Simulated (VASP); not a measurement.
```xyz
12
Lattice="5.6417 0.0000 0.0000 0.0000 5.6417 0.0000 0.0000 0.0000 5.6417" Properties=species:S:1:pos:R:3 pbc="T T T"
Ru     5.6417     2.8209     2.8209
Ru     2.8209     5.6417     2.8209
Ru     5.6417     5.6417     0.0000
Ru     2.8209     2.8209     0.0000
S      3.4584     5.0042     0.6375
S      0.6375     3.4584     5.0042
S      3.4584     3.4584     3.4584
S      2.1834     2.1834     2.1834
S      5.0042     0.6375     3.4584
S      5.0042     2.1834     0.6375
S      0.6375     5.0042     2.1834
S      2.1834     0.6375     5.0042
```

Calculation: PBE GGA, VASP's PBE PAW potentials (set 64) (plane waves; VASP). Numerical set-up: 400 eV cut-off, 9×9×9 Γ-centred mesh, Gaussian smearing of 0.010 eV, potentials Ru_pv S.

Question: Estimate the energy per atom (σ→0).

Answer: 
```json
{
 "energy per atom (σ→0)": "-6.382 eV/atom"
}
```

The absolute energy has meaning only against runs of the same code, potentials and settings.

The compound is RuS2 in the pyrite structure. It was relaxed first.
